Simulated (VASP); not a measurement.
Cost and result of VASP (PAW) for the bulk modulus of ZnS (wurtzite). Static lattice, third-order Birch-Murnaghan fit over five volumes. The cost counts the five points of the equation of state, each on the mesh and cut-off of its row, so the ratios hold those differences too. With PBE it took about 2 core-minutes. Costs are core time on shared hosts, one run each; read them as rough ratios.

Measured: 80.0 GPa (as given by Isothermal phase behavior of Ag3SbS3, ZnGeP2, and ZnS (abstract)).

```
level   k-mesh  cut-off (eV)  bulk modulus (GPa)  error (%)         cost over PBE
------  ------  ------------  ------------------  ---------  --------------------
PBEsol   7×7×4           520                78.0       -2.4  within a factor of 2
PBE      7×7×4           520                69.0      -13.7             reference
LDA      7×7×4           520                85.6       +7.0  within a factor of 2
r2SCAN   7×7×4           520                79.1       -1.2         about 6 times
SCAN     7×7×4           520                82.9       +3.6         about 8 times
```

Within 5 % of the measurement lie PBEsol, r2SCAN, SCAN; the cheapest of them is PBEsol, within a factor of 2 against PBE.

Left out are levels that failed, ran on another kind of processor or have no fit band path; at most nine are shown.

The compound is ZnS in the wurtzite structure, the high-temperature form.
